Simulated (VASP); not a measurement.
# Al15CrN16 (a cell with a defect) in VASP: a series of runs, part 2 of 2

VASP 6.6.1.

### 3 Single point, PBEsol+U, collinear spin, ferromagnetic start

INCAR

```
ALGO = Normal
EDIFF = 1E-5
ENCUT = 450
GGA = PS
ISIF = 2
ISMEAR = 0
ISPIN = 2
LASPH = True
LCHARG = False
LDAU = True
LDAUJ = 0 0 0
LDAUL = 2 -1 -1
LDAUPRINT = 1
LDAUTYPE = 2
LDAUU = 3 0 0
LMAXMIX = 4
LORBIT = 11
LREAL = Auto
LWAVE = False
MAGMOM = 4 0 0 0 0 0 0 0 0 0 0 0 0 0 0 0 0 0 0 0 0 0 0 0 0 0 0 0 0 0 0 0
NELECT = 138.0
NELM = 120
PREC = Accurate
SIGMA = 0.03
```

KPOINTS

```
k-points
0
Gamma
  3 3 2
```

POSCAR

```
Al15CrN16
1.0
    6.2200008610      0.0000000000      0.0000000000
   -3.1100004305      5.3866787572      0.0000000000
    0.0000000000      0.0000000000      9.9600000000
Cr Al N
1 15 16
Direct
    0.3333333333      0.1666666667      0.0000000000
    0.3333333333      0.1666666667      0.5000000000
    0.3333333333      0.6666666667      0.0000000000
    0.3333333333      0.6666666667      0.5000000000
    0.8333333333      0.1666666667      0.0000000000
    0.8333333333      0.1666666667      0.5000000000
    0.8333333333      0.6666666667      0.0000000000
    0.8333333333      0.6666666667      0.5000000000
    0.1666666667      0.3333333333      0.2500000000
    0.1666666667      0.3333333333      0.7500000000
    0.1666666667      0.8333333333      0.2500000000
    0.1666666667      0.8333333333      0.7500000000
    0.6666666667      0.3333333333      0.2500000000
    0.6666666667      0.3333333333      0.7500000000
    0.6666666667      0.8333333333      0.2500000000
    0.6666666667      0.8333333333      0.7500000000
    0.3333333333      0.1666666667      0.1910000000
    0.3333333333      0.1666666667      0.6910000000
    0.3333333333      0.6666666667      0.1910000000
    0.3333333333      0.6666666667      0.6910000000
    0.8333333333      0.1666666667      0.1910000000
    0.8333333333      0.1666666667      0.6910000000
    0.8333333333      0.6666666667      0.1910000000
    0.8333333333      0.6666666667      0.6910000000
    0.1666666667      0.3333333333      0.4410000000
    0.1666666667      0.3333333333      0.9410000000
    0.1666666667      0.8333333333      0.4410000000
    0.1666666667      0.8333333333      0.9410000000
    0.6666666667      0.3333333333      0.4410000000
    0.6666666667      0.3333333333      0.9410000000
    0.6666666667      0.8333333333      0.4410000000
    0.6666666667      0.8333333333      0.9410000000
```

Potentials or basis: VASP PAW PBE potentials, release 64 (Cr_pv, Al, N).

Command:

```console
cat potpaw_PBE.64/Cr_pv/POTCAR potpaw_PBE.64/Al/POTCAR potpaw_PBE.64/N/POTCAR > POTCAR
mpirun -np 1 vasp_std > vasp.out
```

Wall time 12 min (1 thread of Intel Xeon Platinum 8259CL at 2.50GHz (Skylake/Cascade Lake), shared host); peak memory 0.61 GiB.

It converged, with:

| Property | Result |
| --- | --- |
| Free energy | -241.2610 eV |
| Largest force | 3.232 eV/Å |
| Band gap on the k mesh | none (metal or under the smearing width) |
| Net moment | 4.00 μB per cell |
| Site moments | Cr +3.23; Al +0.00, +0.01; N -0.02, +0.00 μB |
| Valence electrons inside the program's atomic spheres | Cr 11.20; Al 0.82; N 3.83, 3.85, 3.84 |

Forces in eV/Å, atoms in the order of the input:
```
Cr   0.000  0.000  0.703
Al   0.000  0.000 -0.086
Al  -0.356 -0.205 -0.468
Al  -0.013 -0.008  0.100
Al   0.000  0.411 -0.468
Al   0.000  0.015  0.100
Al   0.356 -0.205 -0.468
Al   0.013 -0.008  0.100
Al   0.363 -0.210 -0.631
Al  -0.193  0.112  1.028
Al   0.000  0.420 -0.631
Al   0.000 -0.223  1.028
Al  -0.363 -0.210 -0.631
Al   0.193  0.112  1.028
Al   0.000  0.000 -0.395
Al   0.000  0.000  0.550
N    0.000  0.000  2.963
N    0.000  0.000 -0.507
N   -0.016 -0.009  0.507
N    0.118  0.068 -0.589
N    0.000  0.018  0.507
N    0.000 -0.136 -0.589
N    0.016 -0.009  0.507
N   -0.118  0.068 -0.589
N   -0.082  0.047  0.213
N   -2.609  1.506 -1.171
N    0.000 -0.094  0.213
N    0.000 -3.013 -1.171
N    0.082  0.047  0.213
N    2.609  1.506 -1.171
N    0.000  0.000  0.037
N    0.000  0.000 -0.232
```

Levels at points of the mesh, in eV from the Fermi level:
Spin up:
```
           k point  band 67  band 68  band 69  band 70  band 71  band 72  band 73  band 74  band 75  band 76
(0.00, 0.00, 0.00)    -4.05    -1.77    -1.77    -0.02    -0.02     0.13     0.24     1.15     1.15     1.21
(0.00, 0.00, 0.50)    -4.20    -1.74    -1.74    -0.09    -0.09    -0.06     0.85     0.85     0.94     1.06
```
Spin down:
```csv
k point,band 64,band 65,band 66,band 67,band 68,band 69,band 70,band 71
"(0.00, 0.00, 0.00)",-4.13,-3.96,-3.91,-3.91,0.27,1.05,1.12,1.12
"(0.00, 0.00, 0.50)",-4.15,-4.15,-3.91,-3.91,0.71,0.88,0.88,0.96
```

Eigenvalues of the final occupation matrices:
| site | spin | trace | eigenvalues |
| --- | --- | --- | --- |
| site 1 d | 1 | 3.78 | 0.30 0.82 0.82 0.92 0.92 |
| site 1 d | 2 | 0.63 | 0.05 0.05 0.17 0.17 0.19 |

Caveat: the k mesh is coarse (spacing up to 0.39 Å⁻¹), so the values aren't converged; the cell is charged against a uniform background, so pressure and absolute levels hang on convention; the cutoff is under 1.25 times the usual one of these potentials, so pressure, stress and relaxed cells hold a basis-set (Pulay) error; the PAW data sets were made with another functional, which shifts forces and pressure a little; only a ferromagnetic start was run, and an antiferromagnetic order may lie lower in energy. The state reached can hang on the start; a lower one may exist.

### 4 Single point, PBEsol+U, collinear spin, ferromagnetic start

Edit INCAR of step 3 so:

```diff
@@ -19,3 +19,3 @@
 LWAVE = False
-MAGMOM = 4 0 0 0 0 0 0 0 0 0 0 0 0 0 0 0 0 0 0 0 0 0 0 0 0 0 0 0 0 0 0 0
+MAGMOM = 0.4 0 0 0 0 0 0 0 0 0 0 0 0 0 0 0 0 0 0 0 0 0 0 0 0 0 0 0 0 0 0 0
 NELECT = 138.0
```

KPOINTS is that of step 3.

POSCAR is that of step 3.

Potentials or basis: VASP PAW PBE potentials, release 64 (Cr_pv, Al, N).

Command:

```console
cat potpaw_PBE.64/Cr_pv/POTCAR potpaw_PBE.64/Al/POTCAR potpaw_PBE.64/N/POTCAR > POTCAR
mpirun -np 1 vasp_std > vasp.out
```

OUTCAR:

```text
EDIFF = 1E-5
   ENCUT = 450
   GGA = PS
   ISIF = 2
   ISMEAR = 0
   ISPIN = 2
   LASPH = True
   LORBIT = 11
   LREAL = Auto
   NELECT = 138.0
   NELM = 120
   PREC = Accurate

 ion  position               nearest neighbor table
   1  0.333  0.167  0.000-  26 1.89  30 1.89  28 1.89  17 1.90   9 3.07  10 3.07  13 3.07  14 3.07
                            11 3.07  12 3.07   5 3.11   5 3.11   7 3.11   3 3.11   3 3.11   7 3.11
   2  0.333  0.167  0.500-  25 1.89  29 1.89  27 1.89  18 1.90   9 3.07  10 3.07  13 3.07  14 3.07
                            11 3.07  12 3.07   6 3.11   6 3.11   8 3.11   4 3.11   4 3.11   8 3.11
[... 1373 lines left out ...]
     -0.00000      3.59112      4.98000        -0.038425     -0.022185      0.002233
      4.66500      0.89778      0.00000         0.000000      0.368180     -0.145536
      4.66500      0.89778      4.98000         0.000000      0.044370      0.002233
[... 24 lines left out ...]
      1.55500      4.48890      4.39236         0.000000     -0.000000      0.134764
      1.55500      4.48890      9.37236         0.000000     -0.000000     -0.327190
 -----------------------------------------------------------------------------------
    total drift:                               -0.000003      0.000003      0.026946

  FREE ENERGIE OF THE ION-ELECTRON SYSTEM (eV)
  ---------------------------------------------------
  free  energy   TOTEN  =      -240.0623821301 eV

  energy  without entropy=     -240.0618022492  energy(sigma->0) =     -240.06209219

 total charge

# of ion       s       p       d       tot
------------------------------------------
    1        0.370   6.444   4.382  11.195
    2        0.372   0.447   0.000   0.819
    3        0.371   0.446   0.000   0.816
    4        0.373   0.449   0.000   0.822
    5        0.371   0.446   0.000   0.816
    6        0.373   0.449   0.000   0.822
[... 24 lines left out ...]
   31        1.225   2.622   0.000   3.846
   32        1.224   2.620   0.000   3.844
--------------------------------------------------
tot         25.572  54.997   4.382  84.950

 magnetization (x)

# of ion       s       p       d       tot
------------------------------------------
    1       -0.001   0.042  -0.486  -0.445
    2        0.000   0.000   0.000   0.000
    3       -0.003  -0.000   0.000  -0.003
    4        0.000   0.000   0.000   0.001
    5       -0.003  -0.000   0.000  -0.003
    6        0.000   0.000   0.000   0.001
[... 24 lines left out ...]
   31        0.000  -0.000   0.000  -0.000
   32        0.000   0.002   0.000   0.002
--------------------------------------------------
tot          0.013   0.072  -0.486  -0.401
```

Wall time 24 min (1 thread of Intel Xeon Platinum 8259CL at 2.50GHz (Skylake/Cascade Lake), shared host); peak memory 0.61 GiB.

Results:

* Free energy: -240.0624 eV
* Largest force: 3.093 eV/Å
* Band gap on the k mesh: 0.07 eV, direct
* Net moment: 0.00 μB per cell
* Site moments: Cr -0.45; Al +0.00, -0.00, +0.01; N +0.01, -0.00, +0.00 μB
* Valence electrons inside the program's atomic spheres: Cr 11.20; Al 0.82; N 3.82, 3.85, 3.84, 3.83

Forces in eV/Å, atoms in the order of the input:
```
Cr   0.000  0.000 -0.293
Al   0.000  0.000 -0.217
Al  -0.319 -0.184 -0.146
Al  -0.038 -0.022  0.002
Al   0.000  0.368 -0.146
Al   0.000  0.044  0.002
Al   0.319 -0.184 -0.146
Al   0.038 -0.022  0.002
Al   0.502 -0.290 -0.659
Al  -0.098  0.056  0.845
Al   0.000  0.579 -0.659
Al   0.000 -0.113  0.845
Al  -0.502 -0.290 -0.659
Al   0.098  0.056  0.845
Al   0.000  0.000 -0.369
Al   0.000  0.000  0.509
N    0.000  0.000  3.093
N    0.000  0.000 -0.405
N   -0.028 -0.016  0.420
N    0.091  0.053 -0.452
N    0.000  0.032  0.420
N    0.000 -0.106 -0.452
N    0.028 -0.016  0.420
N   -0.091  0.053 -0.452
N   -0.120  0.069  0.332
N   -2.108  1.217 -1.051
N    0.000 -0.138  0.332
N    0.000 -2.434 -1.051
N    0.120  0.069  0.332
N    2.108  1.217 -1.051
N    0.000  0.000  0.135
N    0.000  0.000 -0.327
```

Eigenvalues of the final occupation matrices:
```
    site  spin  trace               eigenvalues
site 1 d     1   1.97  0.09 0.09 0.22 0.79 0.79
site 1 d     2   2.46  0.20 0.20 0.23 0.91 0.91
```

Caveat: the cell is charged against a uniform background, so pressure and absolute levels hang on convention; the cutoff is under 1.25 times the usual one of these potentials, so pressure, stress and relaxed cells hold a basis-set (Pulay) error; the PAW data sets were made with another functional, which shifts forces and pressure a little.

### 5 Overview

| fixed moment (μB) | cell | mesh quality | gap on the mesh (eV) | moment (μB) | largest force (eV/Å) |
| --- | --- | --- | --- | --- | --- |
| 4 | P1, 10.43 Å³/atom | coarse | - | 4.00 | 0.39 |
| - | P3m1, 10.43 Å³/atom | coarse | none | 4.00 | 3.23 |
| - | P3m1, 10.43 Å³/atom | not flagged | 0.07 | 0.00 | 3.09 |

Some of these runs hold the atoms at other places in the same cell, which the table doesn't show; runs alike in all that it shows share one row.

Alike in all rows: task single point; level PBEsol+U; potentials or basis VASP PAW PBE potentials, release 64 (Cr_pv, Al, N); spin collinear, ferromagnetic start; Cr d U = 3 eV; k mesh 3 × 3 × 2; cutoff (eV) 450; smearing gaussian 0.03 eV.

Caveats: some runs use coarse meshes; the cell is charged against a uniform background, so pressure and absolute levels hang on convention; the cutoff is under 1.25 times the usual one of these potentials, so pressure, stress and relaxed cells hold a basis-set (Pulay) error; the PAW data sets were made with another functional, which shifts forces and pressure a little; only a ferromagnetic start was run, and an antiferromagnetic order may lie lower in energy (some runs); the total moment is fixed, so each spin has its own Fermi level (some runs).

Total energies depend on the potentials used, so only differences within one code and one set of settings carry meaning.
